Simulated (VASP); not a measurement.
These are PBE GGA, VASP's PBE PAW potentials (set 64) (plane waves; VASP) values and carry that method's errors.

The input files of a VASP run:

INCAR:
```
EDIFFG=-0.01   # ionic stop
NSW=30
LREAL=.False.   # projection in real space or not
NELM=100   # most electronic steps
ISIF=2   # forces and stress, cell fixed
IBRION=2
LWAVE=.False.
SIGMA=0.05
ENCUT=600   # plane-wave cut-off (eV)
LASPH=.True.   # aspherical one-centre terms
ISMEAR=0   # Gaussian
SYSTEM=PbF2
ALGO=Normal
PREC=Accurate
LMAXMIX=4   # l cut-off of mixed one-centre charges
EDIFF=1E-7
GGA=PE   # PBE
LCHARG=.False.
```

### KPOINTS
```
Automatic mesh
0
Gamma
6 6 6
0 0 0
```

### POSCAR
```
PbF2
1.0
  0.0000000000   3.0120486823   3.0120486823
  3.0120486823   0.0000000000   3.0120486823
  3.0120486823   3.0120486823   0.0000000000
Pb F
1 2
direct
  1.0000000000   0.0000000000   1.0000000000
  0.2500000000   0.2500000000   0.2500000000
  0.7500000000   0.7500000000   0.7500000000
```

POTCAR, in this order: Pb_d F (PBE.64 set). Program: vasp_std.

The run wrote:

File OUTCAR:
```
 ion  position               nearest neighbor table
   1  0.000  0.000  0.000-   2 2.61   3 2.61   3 2.61   3 2.61   3 2.61   2 2.61   2 2.61   2 2.61
  LATTYP: Found a face centered cubic cell.
 ALAT       =     6.0240973646
 Subroutine PRICEL returns:
 Original cell was already a primitive cell.
 Subroutine GETGRP returns: Found 48 space group operations
The static configuration has the point symmetry O_h .
The dynamic configuration has the point symmetry O_h .
 Subroutine INISYM returns: Found 48 space group operations
 Subroutine IBZKPT returns following result:
 Found     16 irreducible k-points:

 Following reciprocal coordinates:
            Coordinates               Weight
  0.000000  0.000000  0.000000      1.000000
  0.166667  0.000000  0.000000      8.000000
  0.333333  0.000000  0.000000      8.000000
  0.500000  0.000000  0.000000      4.000000
  0.166667  0.166667  0.000000      6.000000
  0.333333  0.166667  0.000000     24.000000
  0.500000  0.166667  0.000000     24.000000
 -0.333333  0.166667  0.000000     24.000000
 -0.166667  0.166667  0.000000     12.000000
  0.333333  0.333333  0.000000      6.000000
  0.500000  0.333333  0.000000     24.000000
 -0.333333  0.333333  0.000000     12.000000
  0.500000  0.500000  0.000000      3.000000
  0.500000  0.333333  0.166667     24.000000
 -0.333333  0.333333  0.166667     24.000000
 -0.333333  0.500000  0.166667     12.000000
   k-points           NKPTS =     16   k-points in BZ     NKDIM =     16   number of bands    NBANDS=     18
   number of dos      NEDOS =    301   number of ions     NIONS =      3
   total plane-waves  NPLWV =  46656
   dimension x,y,z NGX =    36 NGY =   36 NGZ =   36
   dimension x,y,z NGXF=    72 NGYF=   72 NGZF=   72
   ions per type =               1   2
   PREC   = accura    normal or accurate (medium, high low for compatibility)
   ISTART =      0    job   : 0-new  1-cont  2-samecut
   ICHARG =      2    charge: 1-file 2-atom 10-const
...
```

### OSZICAR
```
       N       E                     dE             d eps       ncg     rms          rms(c)
DAV:   1     0.317928588825E+03    0.31793E+03   -0.15947E+04   584   0.194E+03
DAV:   2     0.115380466160E+02   -0.30639E+03   -0.29659E+03   688   0.481E+02
DAV:   3    -0.155476821480E+02   -0.27086E+02   -0.26871E+02   662   0.155E+02
DAV:   4    -0.163608665180E+02   -0.81318E+00   -0.81221E+00   622   0.280E+01
DAV:   5    -0.163886526635E+02   -0.27786E-01   -0.27785E-01   652   0.530E+00    0.809E+00
DAV:   6    -0.143714866797E+02    0.20172E+01   -0.10805E+01   734   0.270E+01    0.282E+00
DAV:   7    -0.143610570659E+02    0.10430E-01   -0.50268E-01   592   0.480E+00    0.160E+00
DAV:   8    -0.143543133231E+02    0.67437E-02   -0.11162E-01   582   0.400E+00    0.502E-01
DAV:   9    -0.143518900322E+02    0.24233E-02   -0.22652E-02   660   0.112E+00    0.107E-01
DAV:  10    -0.143530905666E+02   -0.12005E-02   -0.21014E-03   580   0.543E-01    0.363E-02
DAV:  11    -0.143530533461E+02    0.37220E-04   -0.17166E-04   622   0.151E-01    0.171E-02
DAV:  12    -0.143530638962E+02   -0.10550E-04   -0.96344E-05   656   0.105E-01    0.136E-02
DAV:  13    -0.143530612716E+02    0.26246E-05   -0.36416E-05   688   0.630E-02    0.430E-03
DAV:  14    -0.143530610816E+02    0.18999E-06   -0.23099E-06   608   0.113E-02    0.668E-04
DAV:  15    -0.143530611217E+02   -0.40083E-07   -0.48858E-08   334   0.204E-03
   1 F= -.14353061E+02 E0= -.14353061E+02  d E =-.143531E+02
```

### OUTCAR
```
------------------------ aborting loop because EDIFF is reached ----------------------------------------
  FORCE on cell =-STRESS in cart. coord.  units (eV):
  Direction    XX          YY          ZZ          XY          YZ          ZX
  --------------------------------------------------------------------------------------
  Total       -0.3387424     -0.3387424     -0.3387424     -0.0000000      0.0000000      0.0000000
  in kB       -9.9303409     -9.9303409     -9.9303409     -0.0000000      0.0000000      0.0000000
  external PRESSURE =      -9.9303409 kB  Pullay stress =       0.0000000 kB
  volume of cell :       54.65
      direct lattice vectors                 reciprocal lattice vectors
     0.000000000  3.012048682  3.012048682    -0.165999973  0.165999973  0.165999973
     3.012048682  0.000000000  3.012048682     0.165999973 -0.165999973  0.165999973
     3.012048682  3.012048682  0.000000000     0.165999973  0.165999973 -0.165999973
 POSITION                                       TOTAL-FORCE (eV/Angst)
 -----------------------------------------------------------------------------------
      0.00000      0.00000      0.00000        -0.000000      0.000000     -0.000000
      1.50602      1.50602      1.50602         0.000000     -0.000000      0.000000
      4.51807      4.51807      4.51807         0.000000      0.000000      0.000000
 -----------------------------------------------------------------------------------
    total drift:                                0.000000      0.000000      0.000000
  FREE ENERGIE OF THE ION-ELECTRON SYSTEM (eV)
  ---------------------------------------------------
  free  energy   TOTEN  =       -14.3530611217 eV

  energy  without entropy=      -14.3530611217  energy(sigma->0) =      -14.35306112

 reached required accuracy - stopping structural energy minimisation
```
(Selected blocks of OUTCAR.)

The compound is PbF2 in the fluorite structure, the β form. This cell was strained or had an atom moved on purpose.
